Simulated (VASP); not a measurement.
Consider the following.

```
CELL_PARAMETERS angstrom
      4.42473     0.00000     0.00000
      0.00000     4.42473     0.00000
      0.00000     0.00000     7.27827
ATOMIC_POSITIONS crystal
  Ba 0.00000 0.50000 0.80648
  Ba 0.50000 0.00000 0.19352
  Br 0.50000 0.00000 0.64919
  Br 0.00000 0.50000 0.35081
  F  0.50000 0.50000 0.00000
  F  0.00000 0.00000 0.00000
```

These are LDA (Ceperley-Alder, Perdew-Zunger), VASP's LDA PAW potentials (set 64) (plane waves; VASP 6.6.1) values and carry that method's errors. Settings: 520 eV cut-off, 6×6×4 Γ-centred mesh, tetrahedra with Blöchl corrections, potentials Ba_sv Br F.

The cores are frozen, which limits the accuracy of field gradients.

Give the principal components of the electric field gradient (V/Å²) and the asymmetry η at each nucleus.

| atom | Vxx | Vyy | Vzz | η |
|---|---|---|---|---|
| Ba1 | -14.3 | -14.3 | 28.5 | 0.00 |
| Ba2 | -14.3 | -14.3 | 28.5 | 0.00 |
| Br3 | 8.7 | 8.7 | -17.3 | 0.00 |
| Br4 | 8.7 | 8.7 | -17.3 | 0.00 |
| F5 | 1.0 | 1.0 | -2.1 | 0.00 |
| F6 | 1.0 | 1.0 | -2.1 | 0.00 |

The structure comes from a computed database's BaBrF entry (P4/nmm); how it stands against other phases isn't given here. It was relaxed first, which changed the volume by -8 %.
